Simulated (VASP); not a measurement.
All values below come from PBEsol GGA, VASP's PBE PAW potentials (set 64) (plane waves; VASP).

A VASP calculation is set up with these files.

INCAR:
```
ALGO = Normal
EDIFF = 1E-6
ENCUT = 300
GGA = PS
ISIF = 2
ISMEAR = 0
LASPH = .TRUE.
LCHARG = .FALSE.
LMAXMIX = 6
LREAL = .FALSE.
LWAVE = .FALSE.
NELM = 100
PREC = Accurate
SIGMA = 0.01
SYSTEM = Au2S
```

### KPOINTS
```
Automatic mesh
0
gamma
 3 3 3
0 0 0
```

**POSCAR**
```
Au2S
1
    5.3103700000     0.0000000000     0.0000000000
    0.0000000000     5.3103700000     0.0000000000
    0.0000000000     0.0000000000     5.3103700000
S Au
2 4
Direct
  0.0000000000   0.0000000000   0.0000000000
  0.5000000000   0.5000000000   0.5000000000
  0.2500000000   0.2500000000   0.7500000000
  0.2500000000   0.7500000000   0.2500000000
  0.7500000000   0.7500000000   0.7500000000
  0.7500000000   0.2500000000   0.2500000000
```

POTCAR, in this order: S Au (PBE.64 set). Program: vasp_std.

Output

**OUTCAR**
```
 ion  position               nearest neighbor table
   1  0.000  0.000  0.000-   3 2.30   4 2.30   5 2.30   6 2.30
   2  0.500  0.500  0.500-   3 2.30   4 2.30   5 2.30   6 2.30
   3  0.250  0.250  0.750-   1 2.30   2 2.30
   4  0.250  0.750  0.250-   1 2.30   2 2.30
   5  0.750  0.750  0.750-   1 2.30   2 2.30
   6  0.750  0.250  0.250-   1 2.30   2 2.30
  LATTYP: Found a simple cubic cell.
 ALAT       =     5.3103700000
 Subroutine PRICEL returns:
 Original cell was already a primitive cell.
 Subroutine GETGRP returns: Found 48 space group operations
The static configuration has the point symmetry T_d .
 The point group associated with its full space group is O_h .
The dynamic configuration has the point symmetry T_d .
 Subroutine INISYM returns: Found 48 space group operations
 Subroutine IBZKPT returns following result:
 Found      4 irreducible k-points:

 Following reciprocal coordinates:
            Coordinates               Weight
  0.000000  0.000000  0.000000      1.000000
  0.333333  0.000000  0.000000      6.000000
  0.333333  0.333333  0.000000     12.000000
  0.333333  0.333333  0.333333      8.000000
...
```

OSZICAR:
```
       N       E                     dE             d eps       ncg     rms          rms(c)
DAV:   1     0.245607907838E+03    0.24561E+03   -0.19607E+04   264   0.978E+02
DAV:   2    -0.143257592275E+02   -0.25993E+03   -0.25244E+03   300   0.236E+02
DAV:   3    -0.256280259659E+02   -0.11302E+02   -0.11220E+02   317   0.499E+01
DAV:   4    -0.258377956806E+02   -0.20977E+00   -0.20940E+00   302   0.745E+00
DAV:   5    -0.258440700678E+02   -0.62744E-02   -0.62704E-02   343   0.119E+00    0.189E+01
DAV:   6    -0.244169179421E+02    0.14272E+01   -0.64765E+00   269   0.163E+01    0.119E+01
DAV:   7    -0.243813172538E+02    0.35601E-01   -0.30308E-01   320   0.280E+00    0.604E+00
DAV:   8    -0.243620494563E+02    0.19268E-01   -0.37382E-02   343   0.932E-01    0.591E-01
DAV:   9    -0.243610615081E+02    0.98795E-03   -0.37018E-03   309   0.350E-01    0.271E-01
DAV:  10    -0.243610788496E+02   -0.17341E-04   -0.12201E-03   335   0.144E-01    0.694E-02
DAV:  11    -0.243610569105E+02    0.21939E-04   -0.79982E-05   310   0.435E-02    0.353E-02
DAV:  12    -0.243610563371E+02    0.57341E-06   -0.23005E-05   312   0.195E-02    0.711E-03
DAV:  13    -0.243610564052E+02   -0.68124E-07   -0.88957E-07   187   0.509E-03
   1 F= -.24361056E+02 E0= -.24361056E+02  d E =-.973144E-34
```

OUTCAR:
```
------------------------ aborting loop because EDIFF is reached ----------------------------------------
  FORCE on cell =-STRESS in cart. coord.  units (eV):
  Direction    XX          YY          ZZ          XY          YZ          ZX
  --------------------------------------------------------------------------------------
  Total       -3.2780276     -3.2780276     -3.2780276     -0.0000000      0.0000000     -0.0000000
  in kB      -35.0710565    -35.0710565    -35.0710565     -0.0000000      0.0000000     -0.0000000
  external PRESSURE =     -35.0710565 kB  Pullay stress =       0.0000000 kB
  volume of cell :      149.75
      direct lattice vectors                 reciprocal lattice vectors
     5.310370000  0.000000000  0.000000000     0.188310796  0.000000000  0.000000000
     0.000000000  5.310370000  0.000000000     0.000000000  0.188310796  0.000000000
     0.000000000  0.000000000  5.310370000     0.000000000  0.000000000  0.188310796
 POSITION                                       TOTAL-FORCE (eV/Angst)
 -----------------------------------------------------------------------------------
      0.00000      0.00000      0.00000        -0.000000     -0.000000      0.000000
      2.65518      2.65518      2.65518        -0.000000     -0.000000      0.000000
      1.32759      1.32759      3.98278         0.000000     -0.000000     -0.000000
      1.32759      3.98278      1.32759        -0.000000      0.000000     -0.000000
      3.98278      3.98278      3.98278         0.000000     -0.000000     -0.000000
      3.98278      1.32759      1.32759        -0.000000      0.000000      0.000000
 -----------------------------------------------------------------------------------
    total drift:                                0.000000      0.000000     -0.000000
  FREE ENERGIE OF THE ION-ELECTRON SYSTEM (eV)
  ---------------------------------------------------
  free  energy   TOTEN  =       -24.3610564052 eV

  energy  without entropy=      -24.3610564052  energy(sigma->0) =      -24.36105641
```
(Selected blocks of OUTCAR.)

At this cut-off the stress carries a Pulay error, which pulls relaxed volumes low.

The structure comes from a computed database's Au2S entry (Pn-3m); how it stands against other phases isn't given here. The cell was not relaxed at this level.
